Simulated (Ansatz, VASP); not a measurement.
One calculation of LaSc, two programs

Contents of INCAR:

```
SYSTEM = LaSc
PREC     = Accurate       ! precision mode
ENCUT    = 600            ! plane-wave cutoff, eV
EDIFF    = 1E-6           ! SCF threshold, eV
ISMEAR   = -1             ! smearing method
SIGMA    = 0.05           ! smearing width, eV
LREAL    = .FALSE.        ! projectors in reciprocal space
LASPH    = .TRUE.         ! aspherical terms in the spheres
NELM     = 60             ! most SCF steps
ALGO     = Normal         ! electronic algorithm
ISIF     = 3              ! what is computed and relaxed
LWAVE    = .FALSE.        ! write WAVECAR
LCHARG   = .FALSE.        ! write CHGCAR
GGA      = PE             ! functional
IBRION   = 2              ! ionic algorithm
NSW      = 60             ! ionic steps
EDIFFG   = -0.005         ! ionic threshold
```

File KPOINTS:

```
regular mesh
0
G
  7 7 7
  0 0 0
```

Contents of POSCAR:

```
LaSc
1.0
    3.9480400000      0.0000000000      0.0000000000
    0.0000000000      3.9480400000      0.0000000000
    0.0000000000      0.0000000000      3.9480400000
La Sc
1 1
Direct
    0.0000000000      0.0000000000      0.0000000000
    0.5000000000      0.5000000000      0.5000000000
```

The input input.yaml:

```yaml
crystal:
  lattice:
    - [3.94804, 0.0, 0.0]
    - [0.0, 3.94804, 0.0]
    - [0.0, 0.0, 3.94804]
  atoms:
    - { symbol: La, position: [0.0, 0.0, 0.0] }
    - { symbol: Sc, position: [0.5, 0.5, 0.5] }
hamiltonian:
  xc: pbe
  pseudopotentials: { kind: paw }
kpoints:
  mp_grid: { grid: [7, 7, 7] }
scf:
  occupations: { method: fermi_dirac, width: 0.05 }
output:
  forces: true
  stress: true
  eigenvalues: true
relax:
  f_tol: 0.01
  max_steps: 40
  cell: { stress_tol: 0.05 }
```

The cell was built by a generator and needn't be a form met in nature.

Alike in both runs: task relaxation of cell and atoms; functional PBE; k mesh 7 × 7 × 7; occupations fermi-dirac, width 0.05 eV; no spin polarisation.

|  | VASP | Ansatz |
| --- | --- | --- |
| version | VASP 6.6.1 | Ansatz 0.2.0 |
| potentials or method | VASP PAW PBE potentials, release 64 (La, Sc_sv) | Ansatz PAW |
| plane-wave cutoff (eV) | 600 | 420 |
| valence electrons in the cell | 22 | 22 |

|  | VASP | Ansatz | Ansatz less VASP |
| --- | --- | --- | --- |
| gap on the k mesh at the Fermi level, each at its own relaxed structure (eV) | none | none | - |
| relaxed volume (Å³/atom) | 30.80 | 30.77 | -0.032 |
| relaxed cell length with the largest relative difference (Å) | 3.949 | 3.948 | -0.0014 |

A gap of «none» marks a metal or a gap that the smearing closes.

Caveats: the plane-wave basis is chosen anew once the cell has moved, so the energies of steps on either side of that aren't comparable (Ansatz). The runs have no spin-orbit coupling, so splittings on La are missing.
